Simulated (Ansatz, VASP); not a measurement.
## Al12Zn4Si17O56 (glassy 63SiO2-22Al2O3-15ZnO (mol %)): VASP beside Ansatz

Aim: how closely do two programs agree when they are given the same cell, functional and k mesh? The structure shown is the start of the Ansatz relaxation below; VASP solves that cell, so the two are compared at the walk's first step.

Calculated with Ansatz 0.2.0; plane waves, with VASP 6.6.1 beside it; single point at RPBE.

## (1) Starting point

The cell holds 89 atoms: 17 Si, 12 Al, 4 Zn and 56 O. Cell: a = 10.358 Å, b = 10.358 Å, c = 10.358 Å, α = 90.0°, β = 90.0°, γ = 90.0°. As first built, before any earlier steps moved the atoms (in the runner's words): 89 atoms (17 Si, 12 Al, 4 Zn, 56 O) placed at random at 2.7 g/cm^3, melted at 4000 K for 10 ps at fixed volume with the Morse and Coulomb pair potential with partial charges (Pedone, Malavasi, Menziani, Cormack and Segre, J. Phys. Chem. B 110, 11780 (2006)). Quenched from 4000 K to 300 K at 20 K/ps and fixed volume, held 10 ps at zero pressure, then minimised at fixed cell.

## (2) Ansatz: relaxation, RPBE

Ansatz runs on its PAW soft_1 files.

The two programs are compared at the cell with which this relaxation starts, whose forces are those of its first step.

Contents of input.yaml:

```yaml
crystal:
  lattice:
    - [10.35762, 0.0, 0.0]
    - [0.0, 10.35762, 0.0]
    - [0.0, 0.0, 10.35762]
  atoms:
    - { symbol: Si, position: [0.09202, 0.79256, 0.88016] }
    - { symbol: Si, position: [0.93826, 0.43476, 0.87249] }
    - { symbol: Si, position: [0.38687, 0.87363, 0.40359] }
    - { symbol: Si, position: [0.87759, 0.63336, 0.38538] }
    - { symbol: Si, position: [0.82885, 0.76808, 0.9791] }
    - { symbol: Si, position: [0.37844, 0.1729, 0.3141] }
    - { symbol: Si, position: [0.28475, 0.87445, 0.66746] }
    - { symbol: Si, position: [0.75013, 0.00151, 0.16585] }
    - { symbol: Si, position: [0.39742, 0.5829, 0.65716] }
    - { symbol: Si, position: [0.70161, 0.40821, 0.02692] }
    - { symbol: Si, position: [0.29108, 0.55243, 0.92258] }
    - { symbol: Si, position: [0.88784, 0.25726, 0.21962] }
    - { symbol: Si, position: [0.03554, 0.14846, 0.83656] }
    - { symbol: Si, position: [0.61803, 0.62025, 0.22936] }
    - { symbol: Si, position: [0.5064, 0.9936, 0.82494] }
    - { symbol: Si, position: [0.5103, 0.17477, 0.05782] }
    - { symbol: Si, position: [0.49871, 0.42668, 0.42766] }
    - { symbol: Al, position: [0.13314, 0.33967, 0.35576] }
    - { symbol: Al, position: [0.71946, 0.24667, 0.49186] }
    - { symbol: Al, position: [0.00791, 0.57926, 0.1402] }
    - { symbol: Al, position: [0.90097, 0.92922, 0.42965] }
    - { symbol: Al, position: [0.456, 0.78918, 0.0513] }
    - { symbol: Al, position: [0.02452, 0.50812, 0.57924] }
    - { symbol: Al, position: [0.21283, 0.61866, 0.34944] }
    - { symbol: Al, position: [0.99481, 0.20094, 0.56716] }
    - { symbol: Al, position: [0.56204, 0.68581, 0.85684] }
    - { symbol: Al, position: [0.65417, 0.95477, 0.46372] }
    - { symbol: Al, position: [0.79406, 0.0433, 0.70163] }
    - { symbol: Al, position: [0.17823, 0.83006, 0.15681] }
    - { symbol: Zn, position: [0.19698, 0.27953, 0.07422] }
    - { symbol: Zn, position: [0.16278, 0.02902, 0.41348] }
    - { symbol: Zn, position: [0.71305, 0.52441, 0.63489] }
    - { symbol: Zn, position: [0.04447, 0.0345, 0.10259] }
    - { symbol: O, position: [0.09609, 0.16072, 0.69505] }
    - { symbol: O, position: [0.55221, 0.60137, 0.7139] }
    - { symbol: O, position: [0.96365, 0.28423, 0.86146] }
    - { symbol: O, position: [0.0011, 0.48717, 0.00172] }
    - { symbol: O, position: [0.32708, 0.86114, 0.10048] }
    - { symbol: O, position: [0.88858, 0.68917, 0.09591] }
    - { symbol: O, position: [0.94222, 0.76291, 0.8677] }
    - { symbol: O, position: [0.18568, 0.66894, 0.9139] }
    - { symbol: O, position: [0.23194, 0.45867, 0.31296] }
    - { symbol: O, position: [0.1167, 0.94959, 0.25364] }
    - { symbol: O, position: [0.51007, 0.85095, 0.89787] }
    - { symbol: O, position: [0.7823, 0.90215, 0.05337] }
    - { symbol: O, position: [0.39709, 0.01859, 0.33784] }
    - { symbol: O, position: [0.5855, 0.30444, 0.0177] }
    - { symbol: O, position: [0.63554, 0.39451, 0.51261] }
    - { symbol: O, position: [0.75601, 0.95328, 0.31576] }
    - { symbol: O, position: [0.352, 0.73094, 0.65968] }
    - { symbol: O, position: [0.04082, 0.28217, 0.22138] }
    - { symbol: O, position: [0.6206, 0.08367, 0.13586] }
    - { symbol: O, position: [0.04613, 0.3482, 0.5029] }
    - { symbol: O, position: [0.65544, 0.52907, 0.10748] }
    - { symbol: O, position: [0.73559, 0.64656, 0.32581] }
    - { symbol: O, position: [0.42872, 0.63508, 0.95897] }
    - { symbol: O, position: [0.4729, 0.09596, 0.93414] }
    - { symbol: O, position: [0.86587, 0.56547, 0.52734] }
    - { symbol: O, position: [0.93711, 0.77424, 0.3993] }
    - { symbol: O, position: [0.87454, 0.10413, 0.16492] }
    - { symbol: O, position: [0.81679, 0.26016, 0.35493] }
    - { symbol: O, position: [0.5278, 0.52655, 0.31556] }
    - { symbol: O, position: [0.99001, 0.06439, 0.46689] }
    - { symbol: O, position: [0.46143, 0.28801, 0.37277] }
    - { symbol: O, position: [0.23431, 0.1983, 0.36913] }
    - { symbol: O, position: [0.64338, 0.02371, 0.76626] }
    - { symbol: O, position: [0.70964, 0.70745, 0.90929] }
    - { symbol: O, position: [0.27104, 0.91586, 0.51865] }
    - { symbol: O, position: [0.39158, 0.97033, 0.72579] }
    - { symbol: O, position: [0.11966, 0.13987, 0.96618] }
    - { symbol: O, position: [0.5598, 0.74926, 0.17023] }
    - { symbol: O, position: [0.91981, 0.04514, 0.81388] }
    - { symbol: O, position: [0.08745, 0.87281, 0.01318] }
    - { symbol: O, position: [0.80765, 0.3375, 0.11816] }
    - { symbol: O, position: [0.32176, 0.51571, 0.77192] }
    - { symbol: O, position: [0.39015, 0.19435, 0.15731] }
    - { symbol: O, position: [0.1351, 0.60223, 0.50191] }
    - { symbol: O, position: [0.13893, 0.67263, 0.19433] }
    - { symbol: O, position: [0.32155, 0.74979, 0.34952] }
    - { symbol: O, position: [0.52611, 0.85454, 0.46272] }
    - { symbol: O, position: [0.41078, 0.49991, 0.5319] }
    - { symbol: O, position: [0.99056, 0.49281, 0.7411] }
    - { symbol: O, position: [0.27057, 0.43296, 0.00541] }
    - { symbol: O, position: [0.62633, 0.11245, 0.48394] }
    - { symbol: O, position: [0.79177, 0.93443, 0.56573] }
    - { symbol: O, position: [0.95589, 0.5329, 0.2959] }
    - { symbol: O, position: [0.83034, 0.20146, 0.61756] }
    - { symbol: O, position: [0.77664, 0.4422, 0.89277] }
    - { symbol: O, position: [0.16289, 0.86094, 0.75996] }
kpoints:
  mp_grid: { grid: [1, 1, 1] }
hamiltonian:
  xc: rpbe
  pseudopotentials: { kind: paw, azcp: { folder: soft_1 } }
scf:
  occupations: { method: fixed }
output:
  forces: true
relax:
  f_tol: 0.05
  max_steps: 150
  cell: {}
```

The run is started by

```console
$ ansatz run input.yaml --threads 4 --pin off --max-ram 8192MiB --backend cpu --events-out ev --progress --plain --runs-dir out
```

Numbers of over 12 decimals in the logs are rounded to 6 here.

What it wrote:

```text
Engine: ansatz 0.2.0, aarch64-unknown-linux-gnu
Pseudopotentials: kind: paw
Pseudopotential: Si, paw, valence charge 4, recommended cutoff 420 eV (normal), soft_1/Si.paw.azcp
Pseudopotential: Al, paw, valence charge 3, recommended cutoff 420 eV (normal), soft_1/Al.paw.azcp
Pseudopotential: Zn, paw, valence charge 12, recommended cutoff 420 eV (normal), soft_1/Zn.paw.azcp
Pseudopotential: O, paw, valence charge 6, recommended cutoff 420 eV (normal), soft_1/O.paw.azcp
Functional definition: RPBE
  parameter kappa = 0.804
  parameter beta = 0.066725
  exchange = rpbe_x(kappa = kappa, mu = beta*pi^2/3)
  correlation = pbe_c(beta = beta)
Crystal: 89 atoms, lattice volume = 1111.168 Å³
Basis set: ecut = 420 eV, 21823 PW (Γ), exchange–correlation on 144×144×144 points (8 copies of the dense FFT grid, shifted against one another)
Bands: 333, of which v1, the nominal top of the filled ones, is band 244 counted from 1 (243 counted from 0)
Symmetry: 1 space group operations
Space group: P1 (ITA 1), of the structure as read, at distance tolerance 1.0e-4 Å
k-points: 1
Non-local potential: Si, projectors of the file, l = 0: 2, l = 1: 2, l = 2: 1
Non-local potential: Al, projectors of the file, l = 0: 2, l = 1: 2, l = 2: 1
Non-local potential: Zn, projectors of the file, l = 0: 2, l = 1: 2, l = 2: 3, l = 3: 1
Non-local potential: O, projectors of the file, l = 0: 2, l = 1: 2, l = 2: 1
PAW form: soft (Blöchl's): semilocal exchange-correlation on the pseudo side does not see the compensation charge
PAW frozen core: Si, regenerated for the run's functional, and the local potential with it (the file was generated under x = pbe(κ = 0.804, μ = 0.219515), c = pbe(β = 0.066725))
PAW frozen core: Al, regenerated for the run's functional, and the local potential with it (the file was generated under x = pbe(κ = 0.804, μ = 0.219515), c = pbe(β = 0.066725))
PAW frozen core: Zn, regenerated for the run's functional, and the local potential with it (the file was generated under x = pbe(κ = 0.804, μ = 0.219515), c = pbe(β = 0.066725))
PAW frozen core: O, regenerated for the run's functional, and the local potential with it (the file was generated under x = pbe(κ = 0.804, μ = 0.219515), c = pbe(β = 0.066725))
PAW one-centre angular grid: Si, 110 points (default); XC on 64 Gauss nodes
PAW one-centre angular grid: Al, 110 points (default); XC on 64 Gauss nodes
PAW one-centre angular grid: Zn, 590 points (default); XC on 64 Gauss nodes
PAW one-centre angular grid: O, 110 points (default); XC on 64 Gauss nodes
Initial density: superposition of atomic densities (chi_scale 0.1, normalization cell, long waves kept (reshape's long-wave potential 0.94 eV rms))
Initial wavefunctions: pseudopotential atomic-orbital guess
Functional: x = rpbe, c = pbe(β = 0.066725)
SCF iter   1: F=—  HF=-62659.430713 eV  |F-HF|=—  |Δ(HF+E_count)|=         —  Δρ=1.35e-1  dr2=1.88e2  ethr=3.10e-3  ⟨swp⟩=5.0  Hψ=1081  notcnv=0  defer=87
preconditioner: auto → Resta (q_TF=auto, 2.379 Å⁻¹)  ε∞=3.0  [insulator: Δε(μ)=2.743 eV  Ē_g=17.482 eV  n_scr=250 (ndim 8)  ℏωp=24.6 eV  f_vac=0.062  ε∞_Penn≈3.0]
SCF iter   2: F=—  HF=-62607.420947 eV  |F-HF|=—  |Δ(HF+E_count)|=    5.20e1  Δρ=4.35e-2  dr2=1.43e1  ethr=3.10e-3  ⟨swp⟩=3.0  Hψ=779  notcnv=0  defer=87
SCF iter   3: F=—  HF=-62605.178185 eV  |F-HF|=—  |Δ(HF+E_count)|=    2.24e0  Δρ=2.17e-2  dr2=4.49e0  ethr=2.94e-3  ⟨swp⟩=2.0  Hψ=501  notcnv=0  defer=71
automatic band count: iteration 3 solves 318 bands in place of 333: the levels show a gap, and the empty bands left out lie too high to hold charge; the band table lists the bands solved (type scf.n_extra_bands for more)
SCF iter   4: F=—  HF=-62605.467524 eV  |F-HF|=—  |Δ(HF+E_count)|=   2.89e-1  Δρ=1.01e-2  dr2=6.59e-1  ethr=9.20e-4  ⟨swp⟩=3.0  Hψ=422  notcnv=0  defer=72
SCF iter   5: F=—  HF=-62605.403336 eV  |F-HF|=—  |Δ(HF+E_count)|=   6.42e-2  Δρ=2.17e-3  dr2=5.44e-2  ethr=1.35e-4  ⟨swp⟩=3.0  Hψ=510  notcnv=0  defer=72
SCF iter   6: F=—  HF=-62605.454621 eV  |F-HF|=—  |Δ(HF+E_count)|=   5.13e-2  Δρ=1.36e-3  dr2=1.77e-2  ethr=1.11e-5  ⟨swp⟩=3.0  Hψ=449  notcnv=0  defer=72
SCF iter   7: F=—  HF=-62605.456792 eV  |F-HF|=—  |Δ(HF+E_count)|=   2.17e-3  Δρ=4.66e-4  dr2=2.12e-3  ethr=3.62e-6  ⟨swp⟩=2.0  Hψ=452  notcnv=0  defer=72
SCF iter   8: F=—  HF=-62605.458371 eV  |F-HF|=—  |Δ(HF+E_count)|=   1.58e-3  Δρ=2.36e-4  dr2=4.86e-4  ethr=4.35e-7  ⟨swp⟩=2.0  Hψ=447  notcnv=0  defer=72
SCF iter   9: F=—  HF=-62605.458274 eV  |F-HF|=—  |Δ(HF+E_count)|=   9.68e-5  Δρ=1.03e-4  dr2=7.64e-5  ethr=9.97e-8  ⟨swp⟩=2.0  Hψ=469  notcnv=0  defer=72
SCF iter  10: F=—  HF=-62605.459643 eV  |F-HF|=—  |Δ(HF+E_count)|=   1.37e-3  Δρ=3.04e-5  dr2=7.45e-6  ethr=1.57e-8  ⟨swp⟩=2.0  Hψ=513  notcnv=0  defer=72
[...]
atom  75  O     -0.00044924     0.00222742    -0.00078714
  atom  76  O      0.00942380    -0.00022577    -0.00566156
  atom  77  O     -0.00494131    -0.00159825     0.00355819
  atom  78  O      0.00252832     0.00458093    -0.00145016
  atom  79  O     -0.01801821     0.00006960    -0.02126450
  atom  80  O      0.00658851    -0.00953849     0.00034613
  atom  81  O      0.01036724    -0.01289769    -0.00828732
  atom  82  O      0.00143283     0.00481303    -0.01937860
  atom  83  O     -0.00629637     0.00906298    -0.00289846
  atom  84  O     -0.00822551     0.00447974     0.00199873
  atom  85  O      0.00081533     0.00031013    -0.00197361
  atom  86  O     -0.00342171     0.00348338     0.00351386
  atom  87  O      0.00964020     0.00046437    -0.00055605
  atom  88  O     -0.00311661    -0.00434037     0.01603146
  atom  89  O     -0.00841078    -0.01362459     0.01570812
  max |Σ_I F_I| component: 6.36e-5 eV/Å
--- Stress (GPa, compression-positive) ---
        0.010947       0.000128       0.003772
        0.000129      -0.003622       0.003350
        0.003775       0.003340       0.030432
  P = ⅓ Tr σ = 0.0126 GPa (0.126 kbar)
--- Relaxed structure (33 steps of the walk, 28 accepted, 3 SCFs on fresh bases) ---
  F+E_penalty+E_count = -62612.82637015 eV   max|allowed force component| = 3.966e-2 eV/Å   (the final SCF, on the basis selected at the relaxed cell)
  cell:  # Å, volume = 1281.2427 Å³
    - [11.081297, -0.506944, 0.299491]
    - [-0.506944, 10.919551, -0.320989]
    - [0.299491, -0.320989, 10.627835]
  atoms:
    - { symbol: Si, position: [0.123773, 0.762749, 0.881460] }
    - { symbol: Si, position: [0.934001, 0.432004, 0.874793] }
    - { symbol: Si, position: [0.356943, 0.903589, 0.423644] }
    - { symbol: Si, position: [0.855744, 0.637069, 0.390659] }
    - { symbol: Si, position: [0.852507, 0.767988, 0.982194] }
    - { symbol: Si, position: [0.362069, 0.184834, 0.332223] }
    - { symbol: Si, position: [0.312043, 0.847992, 0.694309] }
    - { symbol: Si, position: [0.778856, 0.00398812, 0.154556] }
    - { symbol: Si, position: [0.430249, 0.589567, 0.663905] }
    - { symbol: Si, position: [0.721113, 0.381071, 0.041752] }
    - { symbol: Si, position: [0.307931, 0.548065, 0.907882] }
    - { symbol: Si, position: [0.894289, 0.256282, 0.218272] }
    - { symbol: Si, position: [0.00753675, 0.155811, 0.812841] }
    - { symbol: Si, position: [0.621438, 0.579035, 0.235939] }
    - { symbol: Si, position: [0.516791, 0.966822, 0.868977] }
    - { symbol: Si, position: [0.547415, 0.149950, 0.089985] }
    - { symbol: Si, position: [0.507773, 0.412609, 0.439040] }
    - { symbol: Al, position: [0.136478, 0.362200, 0.342288] }
    - { symbol: Al, position: [0.715936, 0.246694, 0.476192] }
    - { symbol: Al, position: [-0.013203, 0.608888, 0.143682] }
    - { symbol: Al, position: [0.868620, 0.931227, 0.427830] }
    - { symbol: Al, position: [0.466587, 0.756824, 0.082423] }
    - { symbol: Al, position: [0.00295543, 0.508365, 0.572395] }
    - { symbol: Al, position: [0.176262, 0.641196, 0.359658] }
    - { symbol: Al, position: [0.969851, 0.208875, 0.550745] }
    - { symbol: Al, position: [0.590977, 0.690630, 0.872865] }
    - { symbol: Al, position: [0.633316, 0.976670, 0.426422] }
    - { symbol: Al, position: [0.760493, 0.061079, 0.688363] }
    - { symbol: Al, position: [0.204885, 0.829145, 0.166935] }
    - { symbol: Zn, position: [0.112018, 0.363020, 0.032833] }
    - { symbol: Zn, position: [0.129166, 0.059412, 0.357885] }
    - { symbol: Zn, position: [0.699139, 0.538959, 0.611010] }
    - { symbol: Zn, position: [0.100799, 0.016873, 0.045724] }
    - { symbol: O, position: [0.063730, 0.189807, 0.673436] }
    - { symbol: O, position: [0.574531, 0.618475, 0.716299] }
    - { symbol: O, position: [0.989467, 0.296949, 0.891164] }
    - { symbol: O, position: [-0.0051171, 0.505673, 0.00244506] }
    - { symbol: O, position: [0.360601, 0.847230, 0.137790] }
    - { symbol: O, position: [0.882881, 0.710032, 0.110425] }
    - { symbol: O, position: [0.973699, 0.759152, 0.881321] }
    - { symbol: O, position: [0.199307, 0.639075, 0.892923] }
    - { symbol: O, position: [0.225033, 0.495212, 0.317270] }
    - { symbol: O, position: [0.121390, 0.960788, 0.208738] }
    - { symbol: O, position: [0.551733, 0.839740, 0.939949] }
    - { symbol: O, position: [0.813854, 0.908639, 0.036630] }
    - { symbol: O, position: [0.327694, 0.041708, 0.373634] }
    - { symbol: O, position: [0.605068, 0.278581, 0.030253] }
    - { symbol: O, position: [0.634469, 0.386231, 0.509636] }
    - { symbol: O, position: [0.760168, 0.948872, 0.300332] }
    - { symbol: O, position: [0.378404, 0.720944, 0.654016] }
    - { symbol: O, position: [0.039003, 0.312455, 0.207922] }
    - { symbol: O, position: [0.652794, 0.068358, 0.137932] }
    - { symbol: O, position: [0.036203, 0.355336, 0.488392] }
    - { symbol: O, position: [0.684628, 0.509393, 0.111353] }
    - { symbol: O, position: [0.711182, 0.628893, 0.352025] }
    - { symbol: O, position: [0.441442, 0.630363, 0.955104] }
    - { symbol: O, position: [0.478652, 0.068705, 0.978702] }
[...]
- { symbol: O, position: [0.967097, 0.481565, 0.735492] }
    - { symbol: O, position: [0.269114, 0.435336, -0.00599053] }
    - { symbol: O, position: [0.608430, 0.128972, 0.441429] }
    - { symbol: O, position: [0.746544, 0.954694, 0.544913] }
    - { symbol: O, position: [0.929955, 0.551442, 0.289774] }
    - { symbol: O, position: [0.806369, 0.206425, 0.603219] }
    - { symbol: O, position: [0.783796, 0.411599, 0.900773] }
    - { symbol: O, position: [0.172521, 0.819392, 0.747010] }
```

Reading the cycles: dr2 is the Hartree energy of the density residual (eV), the measure of convergence; HF is the Harris–Foulkes estimate of the energy, which meets the free energy F at convergence.

[end of part 1 of 2]

[Lines on the potential files, build, host, timing and source positions are cut from VASP's logs without a mark.]

[Logs are printed without paths, hosts, clocks, repeated set-up lines and the standing remarks that a program may print on its own settings, such as how far it seeks lower states.]

[Hosts, paths, dates, database ids (printed as entryN), source tags and the programs' standing remarks are cut or masked in the printed files.]
